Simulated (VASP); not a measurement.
The system is GeH4, in a box.

```
Ge H
1.0
    12.80089    0.00000    0.00000
     0.00000   13.30089    0.00000
     0.00000    0.00000   13.80089
Ge H
1 4
Direct
  0.50000 0.50376 0.50000
  0.40086 0.46650 0.44902
  0.47707 0.52022 0.60789
  0.58679 0.42515 0.48887
  0.53527 0.60316 0.45422
```

Base run:

```yaml
Program: VASP 6.6.1
Functional: RPBE
Potentials_or_basis: VASP PAW PBE potentials, release 64 (Ge_d, H)
Cutoff: 400 eV
k_mesh: 1 × 1 × 1
Occupations: gaussian, width 0.01 eV
Spin: no spin polarisation
```

Its results: gap between the frontier levels 7.44 eV.

Question: The run is repeated on the same cell with these changes: functional from RPBE to PBE. What comes out?

Answer: Gap between the frontier levels 7.49 eV.

A k mesh can miss the band edges.

Not every run made on this cell is shown here.
